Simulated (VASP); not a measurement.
Here is the system:

```
CELL_PARAMETERS angstrom
      2.96795     0.00000     0.00000
      0.00000     2.96795     0.00000
      0.00000     0.00000     2.96795
ATOMIC_POSITIONS crystal
  Cr 0.00000 0.00000 0.00000
  Cr 0.50000 0.50000 0.50000
```
Starting moments (μB, in the order of the record's atoms Cr Cr): 2.7 -2.7.

These are r2SCAN meta-GGA, VASP's PBE PAW potentials (set 64) (plane waves; VASP) values and carry that method's errors. Numerical set-up: 520 eV cut-off, 14×14×14 Γ-centred mesh, tetrahedra with Blöchl corrections, potentials Cr_pv.

Question: Give the spin-up energies of bands 7 to 15 at the high-symmetry points, in eV from the Fermi level.

Answer: 
```csv
band,Γ,X,M,R
7,-8.39,-4.83,-4.66,-3.43
8,-4.13,-4.00,-4.35,-3.43
9,-4.13,-2.73,-2.72,-3.43
10,-1.57,-1.95,-2.72,-1.39
11,-1.57,-1.95,0.15,-1.39
12,-1.57,-1.09,0.24,-1.39
13,0.94,-0.15,0.24,0.20
14,1.59,0.79,0.71,0.20
15,1.59,1.22,1.06,0.90
```

Question: Give the spin-down energies of bands 7 to 15 at the high-symmetry points, in eV from the Fermi level.

Answer: 
| band | Γ | X | M | R |
|---|---|---|---|---|
| 7 | -8.39 | -4.83 | -4.66 | -3.43 |
| 8 | -4.13 | -4.00 | -4.35 | -3.43 |
| 9 | -4.13 | -2.73 | -2.72 | -3.43 |
| 10 | -1.57 | -1.95 | -2.72 | -1.39 |
| 11 | -1.57 | -1.95 | 0.15 | -1.39 |
| 12 | -1.57 | -1.09 | 0.24 | -1.39 |
| 13 | 0.94 | -0.15 | 0.24 | 0.20 |
| 14 | 1.59 | 0.79 | 0.71 | 0.20 |
| 15 | 1.59 | 1.22 | 1.06 | 0.90 |

It has no gap at this level: it comes out as a metal or semimetal.

The compound is Cr in the bcc, AFM order structure. It was relaxed first, which changed the volume by +9 %.
